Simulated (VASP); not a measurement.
Given:

```
CELL_PARAMETERS angstrom
      3.16987     0.00000     0.00000
      0.00000     3.16987     0.00000
      0.00000     0.00000     3.16987
ATOMIC_POSITIONS crystal
  Ti 0.00000 0.00000 0.00000
  Al 0.50000 0.50000 0.50000
```

Method: r2SCAN meta-GGA with spin-orbit coupling, VASP's PBE PAW potentials (set 64) (plane waves; VASP). Settings: 400 eV cut-off, 10×10×10 Γ-centred mesh, Gaussian smearing of 0.050 eV, potentials Ti_sv Al.

Question: Predict the energy per atom (σ→0), band gap (over mesh and band path) with the smallest direct gap where there is one.

Answer: 
The band gap (over mesh and band path) is none (metal, semimetal or under 0.01 eV) and the energy per atom (σ→0) comes out as -10.155 eV/atom.

The structure comes from a computed database's TiAl entry (Pm-3m); how it stands against other phases isn't given here. It was relaxed first.
